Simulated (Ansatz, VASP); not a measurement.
# GaAs: VASP beside Ansatz, part 2 of 2

One calculation is typed for both programs; each brings its own data sets. How far apart do they land? The cell is taken from a series of runs on this material, whose earlier steps may have relaxed, scaled, displaced or heated it; both programs get it as it stands.

VASP 6.6.1 and Ansatz 0.2.0.

So far: Starting point; VASP: relaxation of cell and atoms, r2SCAN.

## 3. Ansatz: relaxation of cell and atoms, r2SCAN

Level of this step: Ansatz beside VASP: Kohn-Sham DFT, plane waves, r2SCAN (Ansatz).

Ansatz runs on its PAW soft_1 files.

The same cell, functional, mesh and smearing now go to Ansatz.

input.yaml

```yaml
crystal:
  lattice:
    - [0.0, 5.653, 5.653]
    - [5.653, 0.0, 5.653]
    - [5.653, 5.653, 0.0]
  atoms:
    - { symbol: As, position: [0.375, 0.375, 0.375] }
    - { symbol: As, position: [0.375, 0.375, 0.875] }
    - { symbol: As, position: [0.375, 0.875, 0.375] }
    - { symbol: As, position: [0.375, 0.875, 0.875] }
    - { symbol: As, position: [0.875, 0.375, 0.375] }
    - { symbol: As, position: [0.875, 0.375, 0.875] }
    - { symbol: As, position: [0.875, 0.875, 0.375] }
    - { symbol: As, position: [0.875, 0.875, 0.875] }
    - { symbol: Ga, position: [0.0, 0.0, 0.0] }
    - { symbol: Ga, position: [0.0, 0.0, 0.5] }
    - { symbol: Ga, position: [0.0, 0.5, 0.0] }
    - { symbol: Ga, position: [1.0, 0.5, 0.5] }
    - { symbol: Ga, position: [0.5, 0.0, 0.0] }
    - { symbol: Ga, position: [0.5, 1.0, 0.5] }
    - { symbol: Ga, position: [0.5, 0.5, 0.0] }
    - { symbol: Ga, position: [0.5, 0.5, 0.5] }
kpoints:
  mp_grid: { grid: [4, 4, 4] }
scf:
  occupations: { method: fermi_dirac, width: 0.02 }
hamiltonian:
  xc: r2scan
  pseudopotentials: { kind: paw, azcp: { folder: soft_1 } }
basis:
  ecutwfc: 600
output:
  forces: true
  stress: true
  write_density: true
  write_potential: true
  elf: true
  volumetric_format: npy
relax:
  f_tol: 0.005
  max_steps: 70
  cell: { stress_tol: 0.02, p_target: 0 }
```

Launch:

```
ansatz run input.yaml --threads 4 --pin off --max-ram 10240MiB --backend cpu --events-out ev --progress --plain --runs-dir out
```

Numbers of over 12 decimals in the logs are rounded to 6 here.

Output:

```text
Engine: ansatz 0.2.0, aarch64-unknown-linux-gnu
Pseudopotentials: kind: paw
Pseudopotential: As, paw, valence charge 15, recommended cutoff 500 eV (meta_gga), soft_1/As.paw.azcp
Pseudopotential: Ga, paw, valence charge 13, recommended cutoff 500 eV (meta_gga), soft_1/Ga.paw.azcp
Functional definition: r2SCAN
  parameter k0 = 0.174
  parameter k1 = 0.065
  parameter a1 = 4.9479
  exchange = r2scan_x(k0 = k0, k1 = k1, a1 = a1)
  correlation = r2scan_c
Crystal: 16 atoms, lattice volume = 361.299 Å³
Basis set: ecut = 600 eV, 12039 PW (Γ), exchange–correlation on 256×256×256 points (64 copies of the dense FFT grid, shifted against one another)
Bands: 135, of which v1, the nominal top of the filled ones, is band 112 counted from 1 (111 counted from 0)
Symmetry: 192 space group operations
Space group: F-43m (ITA 216), of the structure as read, at distance tolerance 7.1e-5 Å
k-points: 8 of 64 (time reversal used)
Non-local potential: As, projectors of the file, l = 0: 2, l = 1: 2, l = 2: 3, l = 3: 1
Non-local potential: Ga, projectors of the file, l = 0: 2, l = 1: 2, l = 2: 3, l = 3: 1
PAW form: soft (Blöchl's): semilocal exchange-correlation on the pseudo side does not see the compensation charge
PAW frozen core: As, regenerated for the run's functional (the file was generated under x = pbe(κ = 0.804, μ = 0.219515), c = pbe(β = 0.066725))
PAW frozen core: Ga, regenerated for the run's functional (the file was generated under x = pbe(κ = 0.804, μ = 0.219515), c = pbe(β = 0.066725))
PAW one-centre angular grid: As, 590 points (default); XC on 160 Gauss nodes
PAW one-centre angular grid: Ga, 590 points (default); XC on 160 Gauss nodes
Initial density: superposition of atomic densities (chi_scale 0.1, normalization cell, long waves kept (reshape's long-wave potential 0.00 eV rms))
Initial wavefunctions: pseudopotential atomic-orbital guess
Functional: x = r2scan, c = r2scan; τ floored in thin density (d = 2e-4 eV/Å³)
iter 1 solved again at ethr=2.02e-3 eV; its pass at ethr=3.10e-3 eV (dr2=4.52e0 eV) is discarded
SCF iter   1: F=—  HF=-69246.149069 eV  |F-HF|=—  |Δ(HF+E_count)|=         —  Δρ=4.92e-2  dr2=4.56e0  dr2_τ=4.52e-2  ethr=2.02e-3  ⟨swp⟩=1.4  Hψ=4842  notcnv=0
preconditioner: auto → Resta (q_TF=auto, 2.519 Å⁻¹)  ε∞=3.3  [insulator: Δε(μ)=0.841 eV  Ē_g=15.594 eV  σ=0.020 eV  W_gap=1.00  n_scr=112 (ndim 8)  ℏωp=23.4 eV  f_vac=0.001  D(μ)=0.00/eV (n_scr^D=0)  ε∞_Penn≈3.3]
SCF iter   2: F=—  HF=-69246.194901 eV  |F-HF|=—  |Δ(HF+E_count)|=   4.58e-2  Δρ=2.68e-2  dr2=1.57e0  dr2_τ=7.04e-3  ethr=2.02e-3  ⟨swp⟩=2.2  Hψ=1266  notcnv=0
SCF iter   3: F=—  HF=-69246.279414 eV  |F-HF|=—  |Δ(HF+E_count)|=   8.45e-2  Δρ=5.76e-3  dr2=1.15e-1  dr2_τ=1.60e-3  ethr=7.00e-4  ⟨swp⟩=3.0  Hψ=1957  notcnv=0
SCF iter   4: F=—  HF=-69246.161516 eV  |F-HF|=—  |Δ(HF+E_count)|=   1.18e-1  Δρ=2.47e-3  dr2=1.81e-2  dr2_τ=1.39e-4  ethr=5.13e-5  ⟨swp⟩=3.0  Hψ=2015  notcnv=0
SCF iter   5: F=—  HF=-69246.170542 eV  |F-HF|=—  |Δ(HF+E_count)|=   9.03e-3  Δρ=5.16e-4  dr2=8.40e-4  dr2_τ=3.70e-5  ethr=8.07e-6  ⟨swp⟩=2.2  Hψ=2152  notcnv=0
SCF iter   6: F=—  HF=-69246.169545 eV  |F-HF|=—  |Δ(HF+E_count)|=   9.98e-4  Δρ=2.29e-4  dr2=9.62e-5  dr2_τ=2.63e-6  ethr=3.75e-7  ⟨swp⟩=2.0  Hψ=1976  notcnv=0
SCF iter   7: F=—  HF=-69246.169672 eV  |F-HF|=—  |Δ(HF+E_count)|=   1.28e-4  Δρ=7.55e-5  dr2=1.44e-5  dr2_τ=2.25e-7  ethr=4.29e-8  ⟨swp⟩=3.0  Hψ=1976  notcnv=0
SCF iter   8: F=—  HF=-69246.169692 eV  |F-HF|=—  |Δ(HF+E_count)|=   2.00e-5  Δρ=1.16e-5  dr2=4.15e-7  dr2_τ=7.65e-9  ethr=6.44e-9  ⟨swp⟩=2.0  Hψ=1656  notcnv=0
SCF iter   9: F=-69246.169693 eV  HF=-69246.169692 eV  |F-HF|=1.35e-8  |Δ(HF+E_count)|=   3.23e-7  Δρ=2.98e-6  dr2=1.88e-8  dr2_τ=2.68e-10  ethr=4.46e-11  ⟨swp⟩=8.4  Hψ=5997  notcnv=0
SCF 1 converged in 9 iterations: F = -69246.169693 eV  dr2 = 1.88e-8
  greatest PAW one-centre occupation: 0.999 electrons in one spin orbital (limit 2), on the As atom at site 7 (counted from 0), in its partial waves of l = 2
relax step   1: F+E_penalty+E_count = -69246.16969250 eV  Δ(F+E_penalty+E_count) = +0.000e0 eV  max|allowed force component| = 3.280e-18 eV/Å  Δτ_max = 0.0000 Å  P = +0.481 GPa  Ω = 361.299 Å³  (9 SCF iters, dr2 threshold 1.00e-7 eV, accepted)
Crystal: 16 atoms, lattice volume = 363.538 Å³
Basis set: ecut = 600 eV, 12051 PW (Γ), exchange–correlation on 256×256×256 points (64 copies of the dense FFT grid, shifted against one another)
Initial density: handed on by an earlier stage of this run
Initial wavefunctions: those handed on with the density
iter 1 solved again at ethr=1.71e-7 eV; its pass at ethr=3.10e-3 eV (dr2=3.84e-4 eV) is discarded
SCF iter   1: F=—  HF=-69246.170443 eV  |F-HF|=—  |Δ(HF+E_count)|=         —  Δρ=2.47e-4  dr2=3.26e-4  dr2_τ=5.17e-4  ethr=1.71e-7  ⟨swp⟩=2.1  Hψ=4362  notcnv=0
[...]
SCF converged after 4 iterations
Free energy (F): -69246.173210 eV
Harris-Foulkes:  -69246.173210 eV  (|F-HF|=4.37e-11)
Internal energy: -69246.173210 eV  (E = F + TS)
E sigma→0 (E₀):  -69246.173210 eV
Fermi energy:    8.089775 eV
--- Per-component energies (eV) ---
  E_band       = -2723.642464
  E_kinetic    = 1669.902431
  E_local      = -29360.688615  (includes V_loc(G=0)·N_el)
  E_nonlocal   = -3871.668332
  E_hartree    = 17118.283973
  E_xc         = -988.299009
  E_vxc        = -1087.218727  (∫ρ·V_xc dr)
  E_paw        = -32251.261100  (= ΣΔE_a)
  E_vpaw       = -4367.528266  (= ΣTr[D̂ρ^β])
  E_aug_tail   = -0.000001  (compensation charges beyond the density's cutoff)
  E_vtau       = 56.991407  (kinetic-family band-sum trace: ∫τ·v_τ [+ j·A + Jᵃ·Aᵃ] dr)
  E_ewald      = -21545.558879
  E_core_change = -16.883677  (= ΣΔE_core)
  E_smearing   = -0.000000  (= −TS)
  E_closure    = -0.000000  (closes the sum)
  Σ components = -69246.173210   (vs F -69246.173210, Δ=0.00e0)
--- Forces (eV/Å), atoms counted from 1 ---
  atom   1  As     0.00000000    -0.00000000    -0.00000000
  atom   2  As    -0.00000000    -0.00000000    -0.00000000
  atom   3  As    -0.00000000    -0.00000000    -0.00000000
  atom   4  As     0.00000000    -0.00000000    -0.00000000
  atom   5  As    -0.00000000    -0.00000000    -0.00000000
  atom   6  As     0.00000000    -0.00000000    -0.00000000
  atom   7  As     0.00000000    -0.00000000    -0.00000000
  atom   8  As     0.00000000    -0.00000000    -0.00000000
  atom   9  Ga     0.00000000    -0.00000000    -0.00000000
  atom  10  Ga    -0.00000000    -0.00000000    -0.00000000
  atom  11  Ga     0.00000000    -0.00000000    -0.00000000
  atom  12  Ga     0.00000000    -0.00000000    -0.00000000
  atom  13  Ga     0.00000000    -0.00000000    -0.00000000
  atom  14  Ga     0.00000000    -0.00000000    -0.00000000
  atom  15  Ga     0.00000000    -0.00000000    -0.00000000
  atom  16  Ga     0.00000000    -0.00000000    -0.00000000
  max |Σ_I F_I| component: 3.32e-17 eV/Å
--- Stress (GPa, compression-positive) ---
        0.000480      -0.000000       0.000000
       -0.000000       0.000480      -0.000000
       -0.000000       0.000000       0.000480
  P = ⅓ Tr σ = 0.0005 GPa (0.005 kbar)
--- Band table (eV; the first three rows and the last of 8) ---
  k-point 0: bands = [... 108 lower, 6.4191, 7.5938, 7.5938, 7.5938, 8.5638, 8.9528, 8.9528, 8.9528, ... 19 higher]
  k-point 1: bands = [... 108 lower, 6.5466, 6.5466, 7.3539, 7.3539, 9.0790, 9.5529, 9.6119, 9.6119, ... 19 higher]
  k-point 2: bands = [... 108 lower, 6.8998, 6.8998, 6.8998, 6.8998, 9.4106, 9.4106, 10.1234, 10.1234, ... 19 higher]
  k-point 7: bands = [... 108 lower, 6.2712, 6.2712, 6.2712, 6.2712, 10.9519, 10.9519, 10.9519, 10.9519, ... 19 higher]
--- Relaxed structure (3 steps of the walk, 3 accepted, 1 SCFs on fresh bases) ---
  F+E_penalty+E_count = -69246.17320983 eV   max|allowed force component| = 2.516e-18 eV/Å   (the final SCF, on the basis selected at the relaxed cell)
  cell:  # Å, volume = 363.6656 Å³
    - [0, 5.665315, 5.665315]
    - [5.665315, 0, 5.665315]
    - [5.665315, 5.665315, 0]
  atoms:
    - { symbol: As, position: [0.375, 0.375, 0.375] }
    - { symbol: As, position: [0.375, 0.375, 0.875] }
    - { symbol: As, position: [0.375, 0.875, 0.375] }
    - { symbol: As, position: [0.375, 0.875, 0.875] }
    - { symbol: As, position: [0.875, 0.375, 0.375] }
    - { symbol: As, position: [0.875, 0.375, 0.875] }
    - { symbol: As, position: [0.875, 0.875, 0.375] }
    - { symbol: As, position: [0.875, 0.875, 0.875] }
    - { symbol: Ga, position: [0, 0, 0] }
    - { symbol: Ga, position: [0, 0, 0.5] }
    - { symbol: Ga, position: [0.0, 0.5, 0.0] }
    - { symbol: Ga, position: [1.0, 0.5, 0.5] }
    - { symbol: Ga, position: [0.5, 0.0, 0.0] }
    - { symbol: Ga, position: [0.5, 1.0, 0.5] }
    - { symbol: Ga, position: [0.5, 0.5, 0.0] }
    - { symbol: Ga, position: [0.5, 0.5, 0.5] }
```

The column dr2 measures how far the density is from self-consistency, as an energy; F and HF (Harris–Foulkes) agree once it is small.

## 4. Comparison

Known differences besides the potentials themselves: VASP keeps PBE cores, Ansatz makes them for the functional; the data sets hold 224 valence electrons in Ansatz (on its PAW soft_1 files) and 144 in VASP; the cutoff is 600 eV in Ansatz and 550 eV in VASP. Total energies have different zeros and are not compared.

Compared:

```
                                         quantity  Ansatz    VASP  difference
                                      volume (Å³)  363.67  364.21     -0.15 %
edge a after relaxation, in the typed setting (Å)   8.012   8.016     -0.05 %
```

## 5. Outcome

```json
{
 "difference in volume (relaxation of cell and atoms, r2SCAN)": "-0.15 %"
}
```

What this shows: The difference in volume is -0.15 % (relaxation of cell and atoms, r2SCAN), within the 1.2 % picked in this series as the mark of a large difference, as far as the stopping tolerances let one tell. The data sets hold unlike numbers of valence electrons (224 in Ansatz and 144 in VASP), so part of the differences comes from the potentials. Such differences can come from data sets, numerical settings and the points named under the comparisons, not from the functional's error against experiment.

[Lines on the potential files, build, host, timing and source positions are cut from VASP's logs without a mark.]

[Logs are printed without paths, hosts, clocks, repeated set-up lines and the standing remarks that a program may print on its own settings, such as how far it seeks lower states.]

[Hosts, paths, dates, database ids (printed as entryN), source tags and the programs' standing remarks are cut or masked in the printed files.]
